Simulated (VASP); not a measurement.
Here is the system:

```xyz
2
Lattice="2.8000 0.0000 0.0000 0.0000 2.8000 0.0000 0.0000 0.0000 3.6700" Properties=species:S:1:pos:R:3 pbc="T T T"
Cu     0.0000     0.0000     0.0000
Au     1.4000     1.4000     1.8350
```

These are AM05 GGA, VASP's PBE PAW potentials (set 64) (plane waves; VASP) values and carry that method's errors. Numerical set-up: 520 eV cut-off, 12×12×9 Γ-centred mesh, first-order Methfessel-Paxton smearing of 0.10 eV, potentials Cu Au.

**Question.** The ions, cell shape and volume are relaxed. Predict the relaxed structure.

**Answer.** 
```xyz
2
Lattice="2.8225 0.0000 0.0000 0.0000 2.8225 0.0000 0.0000 0.0000 3.5538" Properties=species:S:1:pos:R:3 pbc="T T T"
Cu     0.0000     0.0000     0.0000
Au     1.4113     1.4113     1.7769
```
Space group P4/mmm (123), at a tolerance of 0.03 Å.

**Question.** How do energy and volume change from the first to the last step?

**Answer.** The energy (σ→0) changes by -3.4 meV/atom and the volume by -1.6 %, in 7 ionic steps.

```
step  E(σ→0) (eV)  max force (eV/Å)  pressure (GPa)  volume (Å³)
----  -----------  ----------------  --------------  -----------
1         -7.7793             0.000           -2.52        28.77
2         -7.7784             0.000            3.15        27.84
3         -7.7829             0.000            0.07        28.33
4         -7.7829             0.000            0.15        28.32
5         -7.7834             0.000            0.27        28.32
6         -7.7848             0.000            0.12        28.32
7         -7.7861             0.000            0.09        28.31
```

The compound is CuAu in the L1_0 structure. This run relaxes it. Symmetry was kept, so distortions that lower it aren't found.
